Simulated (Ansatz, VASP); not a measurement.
# Sr2Re in two plane-wave programs

Aim: how closely do two programs agree when they are given the same cell, functional and k mesh? The cell is invented: other elements were put on sites of a known structure type. It may not be a known or stable phase. The cell is taken from a series of VASP runs on this material, whose earlier steps may have relaxed, scaled or displaced it; both programs get it as it stands.

Program: Ansatz 0.2.0. Level of theory: plane waves, with VASP 6.6.1 beside it; single point at PBE. Results are calculated unless marked as measured.

## (1) The structure

Symmetry: F-43m, No. 216, cubic system. Conventional cell: a = 7.337 Å, b = 7.337 Å, c = 7.337 Å, α = 90.00°, β = 90.00°, γ = 90.00°. Nearest to Sr lie 4 Re at 3.18 Å and 4 Sr at 3.18 Å. Nearest to Sr lie 4 Sr at 3.18 Å. Nearest to Re lie 4 Sr at 3.18 Å. Farther neighbours are not listed.

## (2) Ansatz: single point, PBE

Ansatz runs on its default PAW (the set named soft_2) files.

A single point gives forces, pressure and levels at one fixed geometry, so differences don't come from the geometry; what else differs is listed under the comparison.

The input, input.yaml:

```yaml
crystal:
  lattice:
    - [0.0, 3.6685818267, 3.6685818267]
    - [3.6685818267, 0.0, 3.6685818267]
    - [3.6685818267, 3.6685818267, 0.0]
  atoms:
    - { symbol: Sr, position: [0.25, 0.25, 0.25] }
    - { symbol: Sr, position: [0.5, 0.5, 0.5] }
    - { symbol: Re, position: [0.0, 0.0, 0.0] }
hamiltonian:
  xc: pbe
  pseudopotentials: { kind: paw }
kpoints:
  mp_grid: { grid: [5, 5, 5] }
scf:
  occupations: { method: fermi_dirac, width: 0.05 }
  n_extra_bands: 4
output:
  forces: true
  stress: true
  eigenvalues: true
```

The run is started by

```bash
> ansatz run input.yaml --threads 2 --pin off --max-ram 4608MiB --backend cpu --events-out ev --progress --plain --runs-dir out
```

Numbers of over 12 decimals in the logs are rounded to 6 here.

The program printed:

```text
scf.n_extra_bands = 4 over 18 filled bands (N_el = 35.0): the run solves 22 bands
Engine: ansatz 0.2.0, aarch64-unknown-linux-gnu
Pseudopotentials: kind: paw
Pseudopotential: Sr, paw, valence charge 10, recommended cutoff 420 eV (normal), Sr.paw.azcp
Pseudopotential: Re, paw, valence charge 15, recommended cutoff 420 eV (normal), Re.paw.azcp
Functional definition: PBE
  parameter kappa = 0.804
  parameter beta = 0.066725
  exchange = pbe_x(kappa = kappa, mu = beta*pi^2/3)
  correlation = pbe_c(beta = beta)
Crystal: 3 atoms, lattice volume = 98.747 Å³
Basis set: ecut = 420 eV, 1917 PW (Γ), exchange–correlation on 72×72×72 points (8 copies of the dense FFT grid, shifted against one another)
Bands: 22, of which v1, the nominal top of the filled ones, is band 18 counted from 1 (17 counted from 0)
Symmetry: 24 space group operations
Space group: F-43m (ITA 216), of the structure as read, at distance tolerance 4.6e-5 Å
k-points: 10 of 125 (time reversal used)
Non-local potential: Sr, projectors of the file, l = 0: 3, l = 1: 2, l = 2: 2
Non-local potential: Re, projectors of the file, l = 0: 3, l = 1: 2, l = 2: 2, l = 3: 1
PAW form: soft (Blöchl's): semilocal exchange-correlation on the pseudo side does not see the compensation charge
PAW one-centre angular grid: Sr, 110 points (default); XC on 64 Gauss nodes
PAW one-centre angular grid: Re, 590 points (default); XC on 64 Gauss nodes
Initial density: superposition of atomic densities (neutral atoms: chi_scale 0, normalization atom), corrected by the library's trained network
Initial wavefunctions: pseudopotential atomic-orbital guess
Functional: x = pbe(κ = 0.804, μ = 0.219515), c = pbe(β = 0.066725)
SCF iter   1: F=—  HF=-17950.827529 eV  |F-HF|=—  |Δ(HF+E_count)|=         —  Δρ=6.27e-3  dr2=3.88e-2  ethr=1.77e-3  ⟨swp⟩=7.3  Hψ=1259  notcnv=0
preconditioner: auto → Kerker (q_TF=auto, 2.295 Å⁻¹)  [metal: Δε(μ)=0.066 eV  Ē_g=11.032 eV  σ=0.050 eV  W_gap=0.29  n_scr=14 (ndim 8)  ℏωp=17.9 eV  f_vac=0.003  D(μ)=9.12/eV (n_scr^D=112)]
SCF iter   2: F=—  HF=-17950.827265 eV  |F-HF|=—  |Δ(HF+E_count)|=   2.64e-4  Δρ=3.14e-3  dr2=6.04e-3  ethr=1.11e-4  ⟨swp⟩=1.2  Hψ=311  notcnv=0
SCF iter   3: F=—  HF=-17950.827074 eV  |F-HF|=—  |Δ(HF+E_count)|=   1.91e-4  Δρ=6.26e-4  dr2=5.69e-4  ethr=1.73e-5  ⟨swp⟩=2.3  Hψ=301  notcnv=0
SCF iter   4: F=—  HF=-17950.827165 eV  |F-HF|=—  |Δ(HF+E_count)|=   9.16e-5  Δρ=2.17e-4  dr2=1.22e-4  ethr=1.62e-6  ⟨swp⟩=2.2  Hψ=297  notcnv=0
SCF iter   5: F=—  HF=-17950.827181 eV  |F-HF|=—  |Δ(HF+E_count)|=   1.62e-5  Δρ=6.94e-5  dr2=9.21e-6  ethr=3.49e-7  ⟨swp⟩=2.0  Hψ=275  notcnv=0
SCF iter   6: F=—  HF=-17950.827194 eV  |F-HF|=—  |Δ(HF+E_count)|=   1.28e-5  Δρ=1.73e-5  dr2=6.35e-7  ethr=2.63e-8  ⟨swp⟩=2.2  Hψ=305  notcnv=0
SCF iter   7: F=-17950.827194 eV  HF=-17950.827194 eV  |F-HF|=2.91e-8  |Δ(HF+E_count)|=   2.97e-8  Δρ=5.96e-6  dr2=7.51e-8  ethr=2.86e-10  ⟨swp⟩=7.1  Hψ=1105  notcnv=0
SCF 1 converged in 7 iterations: F = -17950.827194 eV  dr2 = 7.51e-8
  greatest PAW one-centre occupation: 0.999 electrons in one spin orbital (limit 2), on the Re atom at site 2 (counted from 0), in its partial waves of l = 0
SCF converged after 7 iterations
Free energy (F): -17950.827194 eV
Harris-Foulkes:  -17950.827194 eV  (|F-HF|=2.91e-8)
Internal energy: -17950.754655 eV  (E = F + TS)
E sigma→0 (E₀):  -17950.790924 eV
Entropy (-TS):   -0.072540 eV (-24.180 meV/atom)
Fermi energy:    8.572303 eV
--- Per-component energies (eV) ---
  E_band       = -460.567952
  E_kinetic    = 1025.897719
  E_local      = -2932.362905  (includes V_loc(G=0)·N_el)
  E_nonlocal   = 460.682591
  E_hartree    = 915.871369
  E_xc         = -744.537513
  E_vxc        = -620.526379  (∫ρ·V_xc dr)
  E_paw        = -14049.950893  (= ΣΔE_a)
  E_vpaw       = -225.998410  (= ΣTr[D̂ρ^β])
  E_aug_tail   = -0.000078  (compensation charges beyond the density's cutoff)
  E_ewald      = -2626.354945
  E_smearing   = -0.072540  (= −TS)
  E_closure    = 0.000000  (closes the sum)
  Σ components = -17950.827194   (vs F -17950.827194, Δ=0.00e0)
--- Forces (eV/Å), atoms counted from 1 ---
  atom   1  Sr    -0.00000000     0.00000000     0.00000000
  atom   2  Sr     0.00000000    -0.00000000     0.00000000
  atom   3  Re    -0.00000000     0.00000000     0.00000000
  max |Σ_I F_I| component: 3.79e-16 eV/Å
--- Stress (GPa, compression-positive) ---
        0.060729      -0.000000       0.000000
       -0.000000       0.060729      -0.000000
        0.000000      -0.000000       0.060729
  P = ⅓ Tr σ = 0.0607 GPa (0.607 kbar)
--- Band table (eV; the first three rows and the last of 10) ---
  k-point 0: bands = [... 14 lower, 7.5684, 8.3488, 8.3488, 8.3488, 10.5275, 10.5275, 10.5275, 12.5811]
  k-point 1: bands = [... 14 lower, 7.7368, 8.2086, 8.4232, 8.4232, 9.8075, 10.2248, 10.2248, 12.0270]
  k-point 2: bands = [... 14 lower, 8.1208, 8.1208, 8.4236, 8.5090, 8.5090, 9.8119, 9.8119, 11.5105]
  k-point 9: bands = [... 14 lower, 7.6491, 8.1056, 8.4177, 8.6693, 9.1268, 9.9042, 10.0735, 11.6192]
```

Elapsed: 1.2 s, on 2 threads of Arm Neoverse V2, shared host; peak memory 0.33 GiB; 2.1 s of CPU time.

The run ends at a pressure of 0.06 GPa.

## (3) VASP: single point, PBE

The same cell, functional, mesh and smearing now go to VASP, with its own data sets and cutoff.

Lines of VASP's logs that name or quote its potential files are left out, and so is its time.

The input, INCAR:

```
SYSTEM = Sr2Re
PREC = Accurate
ENCUT = 400
EDIFF = 1E-06
NELM = 100
ISMEAR = -1
SIGMA = 0.05
LREAL = .FALSE.
ALGO = Normal
GGA = PE
NBANDS = 19
LORBIT = 11
LWAVE = .FALSE.
LCHARG = .FALSE.
ISIF = 2
```

The input, POSCAR:

```
Sr2Re
1.0
    0.0000000000      3.6685818267      3.6685818267
    3.6685818267      0.0000000000      3.6685818267
    3.6685818267      3.6685818267      0.0000000000
Sr Re
2 1
Direct
    0.2500000000      0.2500000000      0.2500000000
    0.5000000000      0.5000000000      0.5000000000
    0.0000000000      0.0000000000      0.0000000000
```

The input, KPOINTS:

```
Automatic mesh
0
Gamma
5 5 5
0 0 0
```

Potentials, in the order of the species: Sr_sv and Re (PBE family, release 64).

The run is started by

```bash
> mpirun -np 1 vasp_std
```

The program printed:

```text
[banner, memory and clock lines left out]
running    1 mpi-ranks, on    1 nodes
 distrk:  each k-point on    1 cores,    1 groups
 distr:  one band on    1 cores,    1 groups

 POSCAR found type information on POSCAR SrRe
 POSCAR found :  2 types and       3 ions
 LDA part: xc-table for (Slater+PW92), standard interpolation
 POSCAR, INCAR and KPOINTS ok, starting setup
 FFT: planning ... GRIDC
 FFT: planning ... GRID_SOFT
 FFT: planning ... GRID
 WAVECAR not read
 entering main loop
       N       E                     dE             d eps       ncg     rms          rms(c)
DAV:   1     0.109261955117E+03    0.10926E+03   -0.11715E+04   598   0.114E+03
DAV:   2    -0.143029987702E+01   -0.11069E+03   -0.10863E+03   664   0.332E+02
DAV:   3    -0.867380009091E+01   -0.72435E+01   -0.70095E+01   648   0.581E+01
DAV:   4    -0.104907231903E+02   -0.18169E+01   -0.18014E+01   712   0.181E+01
DAV:   5    -0.105324398295E+02   -0.41717E-01   -0.41583E-01   584   0.338E+00    0.266E+01
DAV:   6    -0.109186017449E+02   -0.38616E+00   -0.13521E+01   696   0.289E+01    0.865E+00
DAV:   7    -0.103622316031E+02    0.55637E+00   -0.14834E+01   672   0.262E+01    0.147E+01
DAV:   8    -0.100285944943E+02    0.33364E+00   -0.18984E+00   728   0.123E+01    0.676E-01
DAV:   9    -0.100310382344E+02   -0.24437E-02   -0.31897E-02   624   0.128E+00    0.469E-01
DAV:  10    -0.100313433484E+02   -0.30511E-03   -0.41310E-03   618   0.381E-01    0.154E-01
DAV:  11    -0.100312851142E+02    0.58234E-04   -0.71659E-04   640   0.239E-01    0.775E-02
DAV:  12    -0.100312782321E+02    0.68821E-05   -0.91688E-05   536   0.108E-01    0.259E-02
DAV:  13    -0.100312772667E+02    0.96541E-06   -0.13047E-05   634   0.276E-02    0.960E-03
DAV:  14    -0.100312767034E+02    0.56328E-06   -0.47419E-07   282   0.585E-03
   1 F= -.10031277E+02 E0= -.99949672E+01  d E =-.726190E-01
```

OUTCAR, selected parts (step 3):

```text
ion  position               nearest neighbor table
   1  0.250  0.250  0.250-   3 3.18   3 3.18   3 3.18   2 3.18   2 3.18   2 3.18   3 3.18   2 3.18

  LATTYP: Found a face centered cubic cell.
 ALAT       =     7.3371636534

 Subroutine GETGRP returns: Found 24 space group operations
 (whereof 24 operations were pure point group operations)

The static configuration has the point symmetry T_d .

 Found     10 irreducible k-points:

   k-points           NKPTS =     10   k-points in BZ     NKDIM =     10   number of bands    NBANDS=     19

   dimension x,y,z NGX =    36 NGY =   36 NGZ =   36
   dimension x,y,z NGXF=    72 NGYF=   72 NGZF=   72

   ENCUT  =  400.0 eV  29.40 Ry    5.42 a.u.   8.46  8.46  8.46*2*pi/ulx,y,z

   NELECT =      27.0000    total number of electrons

 k-points in reciprocal lattice and weights: Automatic mesh
   0.00000000  0.00000000  0.00000000       0.008
   0.20000000  0.00000000  0.00000000       0.064
   0.40000000  0.00000000  0.00000000       0.064
   0.20000000  0.20000000  0.00000000       0.048
   0.40000000  0.20000000  0.00000000       0.192
  -0.40000000  0.20000000  0.00000000       0.192
  -0.20000000  0.20000000  0.00000000       0.096
   0.40000000  0.40000000  0.00000000       0.048
  -0.40000000  0.40000000  0.00000000       0.096
  -0.40000000  0.40000000  0.20000000       0.192

 average (electrostatic) potential at core
       1 -38.6024       2 -39.3692       3 -43.7572

 E-fermi :   2.2707

 k-point     1 :       0.0000    0.0000    0.0000
  band No.  band energies     occupation
    ...
     10       1.2676      2.00000
     11       1.2676      2.00000
     12       2.0447      1.97844
     13       2.0447      1.97844
     14       2.0447      1.97844
     15       4.2267      0.00000
     16       4.2267      0.00000
     17       4.2267      0.00000
     18       6.2748      0.00000
     19       6.3162      0.00000

 k-point     2 :       0.2000    0.0000    0.0000
  band No.  band energies     occupation
    ...
     10       1.4371      2.00000
     11       1.4371      2.00000
     12       1.9057      1.99865
     13       2.1195      1.90724
     14       2.1195      1.90724
     15       3.5132      0.00000
     16       3.9234      0.00000
     17       3.9234      0.00000
     18       5.7266      0.00000
     19       5.9467      0.00000

 k-point     3 :       0.4000    0.0000    0.0000
  band No.  band energies     occupation
    ...
     11       1.8227      1.99974
     12       1.8227      1.99974
     13       2.1256      1.89590
     14       2.2066      1.56507
     15       2.2066      1.56507
     16       3.5121      0.00000
     17       3.5121      0.00000
     18       5.2338      0.00000
     19       5.2697      0.00000

  Total        0.0828102      0.0828102      0.0828102      0.0000000     -0.0000000      0.0000000
  in kB        1.3435995      1.3435995      1.3435995      0.0000000     -0.0000000      0.0000000
  external PRESSURE =       1.3435995 kB  Pullay stress =       0.0000000 kB

  energy-cutoff  :      400.00
  volume of cell :       98.75
      direct lattice vectors                 reciprocal lattice vectors
     0.000000000  3.668581827  3.668581827    -0.136292449  0.136292449  0.136292449
     3.668581827  0.000000000  3.668581827     0.136292449 -0.136292449  0.136292449
     3.668581827  3.668581827  0.000000000     0.136292449  0.136292449 -0.136292449

 POSITION                                       TOTAL-FORCE (eV/Angst)
 -----------------------------------------------------------------------------------
      1.83429      1.83429      1.83429        -0.000000     -0.000000     -0.000000
      3.66858      3.66858      3.66858        -0.000000     -0.000000     -0.000000
      0.00000      0.00000      0.00000         0.000000      0.000000      0.000000
 -----------------------------------------------------------------------------------
    total drift:                               -0.000000     -0.000000     -0.000000

  FREE ENERGIE OF THE ION-ELECTRON SYSTEM (eV)
  ---------------------------------------------------
  free  energy   TOTEN  =       -10.0312767034 eV

  energy  without entropy=       -9.9586576659  energy(sigma->0) =       -9.99496718

 total charge
# of ion       s       p       d       tot
------------------------------------------
    1        2.078   5.695   0.385   8.158
    2        2.048   5.722   0.260   8.030
    3        0.623   0.092   4.799   5.514
--------------------------------------------------
tot          4.749  11.509   5.444  21.702

[... 3 further parts left out ...]
```

The data set Re keeps the semicore shell frozen, which is cheaper and a little less accurate.

## (4) Differences

Known differences besides the potentials themselves: the data sets hold 35 valence electrons in Ansatz (default PAW (the set named soft_2) files) and 27 in VASP; the cutoff is 420 eV in Ansatz and 400 eV in VASP; VASP leaves aspherical gradient terms in its spheres out (LASPH is not set), Ansatz keeps them. Total energies have different zeros and are not compared.

Compared:

| quantity | Ansatz | VASP | difference |
| --- | --- | --- | --- |
| pressure (GPa) | 0.06 | 0.13 | -0.07 |

Ansatz's pressure holds a Pulay correction of 0.02 GPa; VASP's holds none.

## (5) Outcome

```
difference in pressure (single point, PBE) : -0.074 GPa
```

The difference in pressure is -0.074 GPa (single point, PBE), within the 1 GPa picked in this series as the mark of a large difference. Such differences can come from data sets, numerical settings and the points named under the comparisons, not from the functional's error against experiment.

[Lines on the potential files, build, host, timing and source positions are cut from VASP's logs without a mark.]

[Logs are printed without paths, hosts, clocks, repeated set-up lines and the standing remarks that a program may print on its own settings, such as how far it seeks lower states.]

[Hosts, paths, dates, database ids (printed as entryN), source tags and the programs' standing remarks are cut or masked in the printed files.]
